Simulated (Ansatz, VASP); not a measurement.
# SnO2 (Cassiterite): VASP beside Ansatz, part 2 of 2

Wanted: the spread between two codes on one cell, functional and k mesh. The cell is taken from a series of runs on this material, whose earlier steps may have relaxed, scaled, displaced or heated it; both programs get it as it stands.

VASP 6.6.1 and Ansatz 0.2.0.

So far. Step 2 (VASP: single point, HSE06 with D3(BJ)): The run ends at a pressure of -0.31 GPa, with forces up to 0.040 eV/Å.

## (3) Ansatz: single point, HSE06 with D3(BJ)

Level of this step: Ansatz beside VASP: Kohn-Sham DFT, plane waves, HSE06 with D3(BJ) (Ansatz).

Ansatz runs on PAW files that the input asks for by source.

The same cell, functional and mesh now go to Ansatz, which takes its cutoff from its data sets.

input.yaml reads:

```yaml
crystal:
  lattice:
    - [4.7230988104, 0.0, 0.0]
    - [0.0, 4.7230988104, 0.0]
    - [0.0, 0.0, 3.1907863726]
  atoms:
    - { symbol: Sn, position: [0.0, 0.0, 0.0] }
    - { symbol: Sn, position: [0.5, 0.5, 0.5] }
    - { symbol: O, position: [0.3060806746, 0.3060806746, 0.0] }
    - { symbol: O, position: [0.1939193254, 0.8060806746, 0.5] }
    - { symbol: O, position: [0.6939193254, 0.6939193254, 0.0] }
    - { symbol: O, position: [0.8060806746, 0.1939193254, 0.5] }
kpoints:
  mp_grid: { grid: [4, 4, 5] }
hamiltonian:
  xc: hse06
  pseudopotentials: { kind: paw, source: ansatz }
  dispersion: d3bj
scf:
  occupations: { method: fixed }
  n_extra_bands: 6
  lower_state_search: "off"
  convergence: { dr2_threshold: 1.0e-09 }
output:
  eigenvalues: true
```

Run with:

```console
$ ansatz run input.yaml --threads 8 --pin off --max-ram 18432MiB --backend cpu --events-out ev --progress --plain --runs-dir out
```

Numbers of over 12 decimals in the logs are rounded to 6 here.

The program printed:

```text
scf.n_extra_bands = 6 over 34 filled bands (N_el = 68.0): the run solves 40 bands
Engine: ansatz 0.2.0, aarch64-unknown-linux-gnu
Pseudopotentials: kind: paw
Pseudopotential: Sn, paw, valence charge 22, recommended cutoff 640 eV (normal), Sn.paw.azcp
Pseudopotential: O, paw, valence charge 6, recommended cutoff 930 eV (normal), O.paw.azcp
Functional definition: HSE06
  parameter a = 0.25
  parameter omega = 0.11/bohr
  exchange = pbe_x - a*pbe_x_sr(omega) + a*exact_x_sr(omega)
  correlation = pbe_c
davidson cushion auto → on  (no smearing: the cushion is to keep the highest requested band from converging to the state above it; pin scf.eigensolver.cushion to override)
Crystal: 6 atoms, lattice volume = 71.179 Å³
Basis set: ecut = 930 eV, 4571 PW (Γ)
Bands: 40, of which v1, the nominal top of the filled ones, is band 34 counted from 1 (33 counted from 0)
Symmetry: 16 space group operations
Space group: P42/mnm (ITA 136), of the structure as read, at distance tolerance 4.1e-5 Å
k-points: 18 of 80
Non-local potential: Sn, projectors of the file, l = 0: 3, l = 1: 3, l = 2: 3, l = 3: 2
Non-local potential: O, projectors of the file, l = 0: 2, l = 1: 2, l = 2: 1
PAW form: soft (Blöchl's): semilocal exchange-correlation on the pseudo side does not see the compensation charge
PAW frozen core: Sn, regenerated for the run's functional, and the local potential with it (the file was generated under x = pbe(κ = 0.804, μ = 0.219515), c = pbe(β = 0.066725))
PAW frozen core: O, regenerated for the run's functional, and the local potential with it (the file was generated under x = pbe(κ = 0.804, μ = 0.219515), c = pbe(β = 0.066725))
PAW one-centre angular grid: Sn, 590 points (default); XC on 96 Gauss nodes
PAW one-centre angular grid: O, 110 points (default); XC on 64 Gauss nodes
Initial density: superposition of atomic densities (chi_scale 0.1, normalization cell, long waves kept (reshape's long-wave potential 0.00 eV rms))
Initial wavefunctions: pseudopotential atomic-orbital guess
Functional: x = pbe(κ = 0.804, μ = 0.219515), c = pbe(β = 0.066725), warm-up for x = pbe(κ = 0.804, μ = 0.219515) + 0.25 (exact − pbe) at short range (hse, ω = 0.207870 Å⁻¹), c = pbe(β = 0.066725); HSE06 as pw.x's `hse` composes it (authors' and Libxc's form: `xc: wpbeh`)
SCF iter   1: F=—  HF=-21722.345266 eV  |F-HF|=—  |Δ(HF+E_count)|=         —  Δρ=8.52e-2  dr2=3.42e0  ethr=1.00e-1  ⟨swp⟩=3.8  Hψ=2041  notcnv=0
preconditioner: auto → none  [insulator: Δε(μ)=1.401 eV  Ē_g=20.368 eV  n_scr=22 (ndim 8)  ℏωp=31.7 eV  f_vac=0.006]
iter 2 solved again at ethr=4.85e-4 eV; its pass at ethr=5.03e-3 eV (dr2=3.30e-1 eV) is discarded
SCF iter   2: F=—  HF=-21721.546417 eV  |F-HF|=—  |Δ(HF+E_count)|=   7.99e-1  Δρ=3.79e-2  dr2=3.29e-1  ethr=4.85e-4  ⟨swp⟩=2.4  Hψ=3684  notcnv=0  defer=1
SCF iter   3: F=—  HF=-21721.543406 eV  |F-HF|=—  |Δ(HF+E_count)|=   3.01e-3  Δρ=1.60e-2  dr2=8.83e-2  ethr=4.83e-4  ⟨swp⟩=3.1  Hψ=1821  notcnv=0
SCF iter   4: F=—  HF=-21721.547497 eV  |F-HF|=—  |Δ(HF+E_count)|=   4.09e-3  Δρ=5.65e-3  dr2=9.20e-3  ethr=1.30e-4  ⟨swp⟩=3.1  Hψ=1834  notcnv=0  defer=1
SCF iter   5: F=-21721.547850 eV  HF=-21721.547806 eV  |F-HF|=4.35e-5  |Δ(HF+E_count)|=   3.09e-4  Δρ=4.74e-4  dr2=4.62e-5  ethr=1.35e-5  ⟨swp⟩=3.1  Hψ=1846  notcnv=0  defer=1
SCF 1 stopped early in 5 iterations: F = -21721.547850 eV  dr2 = 4.62e-5
  greatest PAW one-centre occupation: 0.999 electrons in one spin orbital (limit 2), on the Sn atom at site 0 (counted from 0), in its partial waves of l = 0
Initial density: handed on by an earlier stage of this run
Initial wavefunctions: those handed on with the density
Functional: x = pbe(κ = 0.804, μ = 0.219515) + 0.25 (exact − pbe) at short range (hse, ω = 0.207870 Å⁻¹), c = pbe(β = 0.066725); HSE06 as pw.x's `hse` composes it (authors' and Libxc's form: `xc: wpbeh`)
Exchange kernel: α = 0.2500, screened, ω = 0.2079 Å⁻¹, Wigner–Seitz truncation, v(0) = 1040.8555 eV·Å³, q-mesh 4×4×5, nearest image of the exchange supercell L = 15.95 Å, pair-density grid 36×36×24, without the augmentation charges, whose exchange is taken in its separable form by FFT convolution over the k-point mesh (sized by the pseudopotential files, 48×48×32 at the most), smooth part of the exact exchange by density-matrix convolution
Frozen-core exchange: fock
SCF iter   1: F=—  HF=-21729.180449 eV  |F-HF|=—  |Δ(HF+E_count)|=         —  Δρ=9.96e-3  dr2=4.43e-2  ethr=6.79e-7  ⟨swp⟩=7.7  Hψ=4180  notcnv=0
preconditioner: auto → none  [insulator: Δε(μ)=3.069 eV  Ē_g=22.510 eV  n_scr=22 (ndim 8)  ℏωp=31.7 eV  f_vac=0.066]
SCF iter   2: F=—  HF=-21729.167869 eV  |F-HF|=—  |Δ(HF+E_count)|=   1.26e-2  Δρ=3.17e-3  dr2=5.43e-3  ethr=6.79e-7  ⟨swp⟩=4.1  Hψ=2664  notcnv=0
SCF iter   3: F=—  HF=-21729.189945 eV  |F-HF|=—  |Δ(HF+E_count)|=   2.21e-2  Δρ=1.22e-3  dr2=8.00e-4  ethr=6.79e-7  ⟨swp⟩=4.5  Hψ=2682  notcnv=0
SCF iter   4: F=-21729.189728 eV  HF=-21729.189727 eV  |F-HF|=4.80e-7  |Δ(HF+E_count)|=   2.18e-4  Δρ=6.68e-5  dr2=2.53e-5  ethr=6.79e-7  ⟨swp⟩=3.0  Hψ=1802  notcnv=0
SCF 2 stopped early in 4 iterations: F = -21729.189728 eV  dr2 = 2.53e-5
  greatest PAW one-centre occupation: 1.000 electrons in one spin orbital (limit 2), on the Sn atom at site 1 (counted from 0), in its partial waves of l = 0
hybrid outer 1: dexx = +2.536e-2 eV, tail = 7.93e-5 eV
Exchange kernel: α = 0.2500, screened, ω = 0.2079 Å⁻¹, Wigner–Seitz truncation, v(0) = 1040.8555 eV·Å³, q-mesh 4×4×5, nearest image of the exchange supercell L = 15.95 Å, pair-density grid 36×36×24, without the augmentation charges, whose exchange is taken in its separable form by FFT convolution over the k-point mesh (sized by the pseudopotential files, 48×48×32 at the most), smooth part of the exact exchange by density-matrix convolution
Frozen-core exchange: fock
SCF iter   1: F=—  HF=-21729.189862 eV  |F-HF|=—  |Δ(HF+E_count)|=         —  Δρ=1.13e-4  dr2=8.49e-6  ethr=5.83e-7  ⟨swp⟩=3.2  Hψ=1647  notcnv=0
preconditioner: auto → none  [insulator: Δε(μ)=3.079 eV  Ē_g=22.553 eV  n_scr=22 (ndim 8)  ℏωp=31.7 eV  f_vac=0.074]
iter 2 solved again at ethr=8.25e-11 eV; its pass at ethr=1.16e-8 eV (dr2=5.61e-8 eV) is discarded
SCF iter   2: F=—  HF=-21729.189861 eV  |F-HF|=—  |Δ(HF+E_count)|=   9.90e-7  Δρ=1.68e-5  dr2=3.71e-7  ethr=8.25e-11  ⟨swp⟩=3.9  Hψ=4495  notcnv=0
SCF iter   3: F=—  HF=-21729.189864 eV  |F-HF|=—  |Δ(HF+E_count)|=   2.78e-6  Δρ=1.68e-5  dr2=1.98e-7  ethr=8.25e-11  ⟨swp⟩=5.4  Hψ=2823  notcnv=0  defer=2
SCF iter   4: F=—  HF=-21729.189864 eV  |F-HF|=—  |Δ(HF+E_count)|=   6.17e-8  Δρ=2.26e-6  dr2=7.74e-9  ethr=8.25e-11  ⟨swp⟩=3.0  Hψ=1975  notcnv=0
SCF iter   5: F=—  HF=-21729.189864 eV  |F-HF|=—  |Δ(HF+E_count)|=   4.67e-8  Δρ=2.46e-6  dr2=3.73e-9  ethr=4.16e-12 (applied; sched 2.85e-12)  ⟨swp⟩=5.4  Hψ=2648  notcnv=0  defer=13
SCF iter   6: F=-21729.189864 eV  HF=-21729.189864 eV  |F-HF|=0.00e0  |Δ(HF+E_count)|=   1.10e-9  Δρ=9.98e-8  dr2=8.04e-11  ethr=3.01e-12 (applied; sched 2.85e-12)  ⟨swp⟩=3.0  Hψ=1958  notcnv=0
SCF 3 converged in 6 iterations: F = -21729.189864 eV  dr2 = 8.04e-11
hybrid outer 2: dexx = +3.275e-6 eV, tail = 4.67e-9 eV, Δε = 3.79e-3 eV (about 3.53e-5 eV left of the loop's levels)
hybrid SCF converged: 2 outer / 10 inner (+5 warm-up), last move |dexx| = 3.27e-6 eV, tail = 4.67e-9 eV
Stability not checked: this state was not tested for a lower state beside it, because the functional holds exact exchange (a hybrid, or Hartree-Fock), whose exchange loop this test does not read (fock_operator; see scf.lower_state_search)
Free energy (F): -21729.189864 eV
Frozen-core exchange: fock
Harris-Foulkes:  -21729.189864 eV  (|F-HF|=0.00e0)
Internal energy: -21729.189864 eV  (E = F + TS)
E sigma→0 (E₀):  -21729.189864 eV
Fermi energy:    9.879866 eV
--- Per-component energies (eV) ---
  E_band       = -1556.321432
  E_kinetic    = 2589.574635
  E_local      = -11444.471840  (includes V_loc(G=0)·N_el)
  E_nonlocal   = 848.342952
  E_hartree    = 4506.628005
  E_xc         = -636.157416
  E_vxc        = -817.625067  (∫ρ·V_xc dr)
  E_exx        = -287.729819  (= α·E_x^exact, valence–valence)
  E_paw        = -9164.575084  (= ΣΔE_a)
  E_vpaw       = -1169.938467  (= ΣTr[D̂ρ^β])
  E_aug_tail   = -0.000008  (compensation charges beyond the density's cutoff)
  E_ewald      = -8137.818085
  E_disp       = -1.585255  (pairwise vdW)
  E_core_change = -1.397947  (= ΣΔE_core)
  E_smearing   = -0.000000  (= −TS)
  E_closure    = 0.000000  (closes the sum)
  Σ components = -21729.189864   (vs F -21729.189864, Δ=0.00e0)
--- Band table (eV; the first three rows and the last of 18) ---
  k-point 0: bands = [... 30 lower, 8.8396, 9.1599, 9.1599, 9.8799, 12.9587, 18.1051, 18.1051, 18.1166, ... 2 higher]
  k-point 1: bands = [... 30 lower, 7.8016, 9.1465, 9.1465, 9.5240, 14.9166, 18.8884, 19.6873, 19.6873, ... 2 higher]
  k-point 2: bands = [... 30 lower, 7.5869, 8.6227, 8.6961, 8.6961, 17.4514, 18.9126, 21.0183, 22.1776, ... 2 higher]
  k-point 17: bands = [... 30 lower, 8.9663, 8.9663, 9.0012, 9.0012, 16.8873, 16.8873, 20.8822, 20.8822, ... 2 higher]
```

In the SCF lines HF is the Harris–Foulkes energy and dr2 the Hartree energy of the density residual, in eV; the loop may stop once dr2 is under the threshold and the program's other checks hold. Hψ counts applications of the Hamiltonian.

## (4) Side by side

Known differences besides the potentials themselves: exact exchange at q = 0 is treated differently, which shows on coarse meshes; VASP keeps PBE cores, Ansatz makes them for the functional; fixed occupations in Ansatz, narrow Gaussian smearing in VASP; the data sets hold 68 valence electrons in Ansatz (on PAW files that the input asks for by source) and 52 in VASP; the cutoff is 930 eV in Ansatz and 520 eV in VASP; VASP takes a coarser grid for exact exchange (PRECFOCK = Fast). Total energies have different zeros and are not compared.

Compared:

| quantity | Ansatz | VASP | difference |
| --- | --- | --- | --- |
| gap on the k mesh (eV) | 3.079 | 3.057 | +0.022 |

A gap on the mesh is an upper bound, since the band edges may lie between its points.

## (5) Summary of results

| Quantity | Value |
| --- | --- |
| difference in gap on the k mesh (single point, HSE06 with D3(BJ)) | 0.022 eV |

**Reading.** The difference in gap on the k mesh is 0.022 eV (single point, HSE06 with D3(BJ)), within the 0.08 eV picked in this series as the mark of a large difference. The data sets hold unlike numbers of valence electrons (68 in Ansatz and 52 in VASP), so part of the differences comes from the potentials. Such differences can come from data sets, numerical settings and the points named under the comparisons, not from the functional's error against experiment.

[Lines on the potential files, build, host, timing and source positions are cut from VASP's logs without a mark.]

[Logs are printed without paths, hosts, clocks, repeated set-up lines and the standing remarks that a program may print on its own settings, such as how far it seeks lower states.]

[Hosts, paths, dates, database ids (printed as entryN), source tags and the programs' standing remarks are cut or masked in the printed files.]
